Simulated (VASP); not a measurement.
Runs of VASP 6.6.1 on CuAu. Symmetry: P4/mmm, No. 123, tetragonal system. The conventional cell has a = 2.833 Å, b = 2.833 Å, c = 3.547 Å, α = 90.00°, β = 90.00°, γ = 90.00°. Cu (site symmetry 4/mmm) has 8 Au at 2.68 Å and 4 Cu at 2.83 Å as nearest neighbours. Around Au (site symmetry 4/mmm) lie 8 Cu at 2.68 Å and 4 Au at 2.83 Å. The cell comes from a database or a generator and needn't be the stable form of this composition.

```tsv
level	k mesh	cutoff (eV)	smearing	gap on the mesh (eV)	pressure (GPa)
PBEsol	14 × 14 × 12	900	gaussian 0.1 eV	none	0.0
PBEsol	14 × 14 × 12	520	gaussian 0.5 eV	none	-0.1
PBEsol	22 × 22 × 18	520	gaussian 0.1 eV	none	-0.2
r2SCAN	14 × 14 × 12	520	gaussian 0.1 eV	none	(a)
PBEsol	14 × 14 × 12	700	gaussian 0.1 eV	none	0.0
```

Alike in all rows: task single point; potentials or basis VASP PAW PBE potentials, release 64 (Cu, Au); no spin polarisation; cell as given.

**Question.** Fill in the values left out.

**Answer.** (a) 3.9.

Caveats: the PAW data sets were made with another functional, which shifts forces and pressure a little.

A k mesh can miss the band edges, and the runs leave out spin-orbit coupling on Au.

A gap of «none» marks a metal or a gap under the smearing width.

Not every run made on this cell is shown here.
